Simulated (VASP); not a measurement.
Output of a VASP run:

OSZICAR:
```
       N       E                     dE             d eps       ncg     rms          rms(c)
DAV:   1     0.430691428035E+02    0.43069E+02   -0.82410E+03   520   0.154E+03
DAV:   2    -0.336981536631E+02   -0.76767E+02   -0.74329E+02   580   0.288E+02
DAV:   3    -0.387171760463E+02   -0.50190E+01   -0.49504E+01   640   0.686E+01
DAV:   4    -0.388041900380E+02   -0.87014E-01   -0.87003E-01   591   0.101E+01
DAV:   5    -0.388063861805E+02   -0.21961E-02   -0.21961E-02   662   0.141E+00    0.297E+00
DAV:   6    -0.369287492986E+02    0.18776E+01   -0.41432E-01   565   0.115E+01    0.204E+00
DAV:   7    -0.370492028812E+02   -0.12045E+00   -0.38072E-01   580   0.790E+00    0.649E-01
DAV:   8    -0.369546384187E+02    0.94564E-01   -0.22797E-01   530   0.542E+00    0.189E-01
DAV:   9    -0.369668365780E+02   -0.12198E-01   -0.14068E-02   595   0.112E+00    0.233E-01
DAV:  10    -0.369666699068E+02    0.16667E-03   -0.57778E-03   530   0.845E-01    0.557E-01
DAV:  11    -0.369705106141E+02   -0.38407E-02   -0.19758E-02   525   0.128E+00    0.493E-02
DAV:  12    -0.369681186118E+02    0.23920E-02   -0.19685E-03   550   0.393E-01    0.465E-02
DAV:  13    -0.369694128352E+02   -0.12942E-02   -0.28238E-04   580   0.176E-01    0.382E-02
DAV:  14    -0.369706368239E+02   -0.12240E-02   -0.92437E-04   525   0.252E-01    0.304E-02
DAV:  15    -0.369706420906E+02   -0.52667E-05   -0.93775E-05   666   0.872E-02    0.132E-02
DAV:  16    -0.369707003255E+02   -0.58235E-04   -0.51289E-05   525   0.665E-02    0.293E-03
DAV:  17    -0.369707142473E+02   -0.13922E-04   -0.70634E-06   665   0.421E-02    0.110E-03
DAV:  18    -0.369707125816E+02    0.16657E-05   -0.52155E-07   330   0.984E-03    0.668E-04
DAV:  19    -0.369707131599E+02   -0.57828E-06   -0.84617E-08   260   0.391E-03
   1 F= -.36970713E+02 E0= -.36970713E+02  d E =-.369707E+02
```

OUTCAR:
```
------------------------ aborting loop because EDIFF is reached ----------------------------------------
  FORCE on cell =-STRESS in cart. coord.  units (eV):
  Direction    XX          YY          ZZ          XY          YZ          ZX
  --------------------------------------------------------------------------------------
  Total        0.0004947      0.0004947      0.0004947     -0.0000000      0.0000000     -0.0000000
  in kB        0.0139350      0.0139350      0.0139350     -0.0000000      0.0000000     -0.0000000
  external PRESSURE =       0.0139350 kB  Pullay stress =       0.0000000 kB
  volume of cell :       56.88
      direct lattice vectors                 reciprocal lattice vectors
     0.000000000  3.052385901  3.052385901    -0.163806287  0.163806287  0.163806287
     3.052385901  0.000000000  3.052385901     0.163806287 -0.163806287  0.163806287
     3.052385901  3.052385901  0.000000000     0.163806287  0.163806287 -0.163806287
  FREE ENERGIE OF THE ION-ELECTRON SYSTEM (eV)
  ---------------------------------------------------
  free  energy   TOTEN  =       -36.9707131599 eV

  energy  without entropy=      -36.9707131599  energy(sigma->0) =      -36.97071316

 reached required accuracy - stopping structural energy minimisation
```
(Selected blocks of OUTCAR.)

POSCAR:
```
GaSb
1
    0.0000000000     3.0523859006     3.0523859006
    3.0523859006     0.0000000000     3.0523859006
    3.0523859006     3.0523859006     0.0000000000
Ga Sb
1 1
Direct
  0.0000000000   0.0000000000   0.0000000000
  0.2500000000   0.2500000000   0.2500000000
```

Q: Write an INCAR and KPOINTS that could have produced this output.

A: Several could match; the one computed here: the input of the run itself, r2SCAN+rVV10, plane waves, VASP's PBE PAW potentials (set 64).

KPOINTS:
```
Regular mesh
0
G
  7 7 7
0 0 0
```

### INCAR
```
! general
SYSTEM    =  GaSb
PREC      =  Accurate
ENCUT     =  400   ! plane-wave cut-off (eV)
LREAL     =  .FALSE.
LASPH     =  .TRUE.   ! aspherical one-centre terms

! electronic loop
EDIFF     =  1E-6   ! SCF stop (eV)
NELM      =  100   ! most electronic steps
ALGO      =  Normal   ! blocked Davidson
LMAXMIX   =  4   ! l cut-off of mixed one-centre charges
LMIXTAU   =  .TRUE.

! smearing
ISMEAR    =  0
SIGMA     =  0.05

! functional
METAGGA   =  R2SCAN
LUSE_VDW  =  .TRUE.
BPARAM    =  11.95
CPARAM    =  0.0093

! ions
IBRION    =  2   ! conjugate gradients
NSW       =  60
ISIF      =  3   ! ions, shape and volume
EDIFFG    =  -0.01

! output
LWAVE     =  .FALSE.
LCHARG    =  .FALSE.
```

POTCAR, in this order: Ga_d Sb (PBE.64 set). Program: vasp_std.

The structure comes from a measured GaSb entry (F-43m) of the Crystallography Open Database, whose conditions weren't checked. It was relaxed first. The start is the result of an earlier pass.
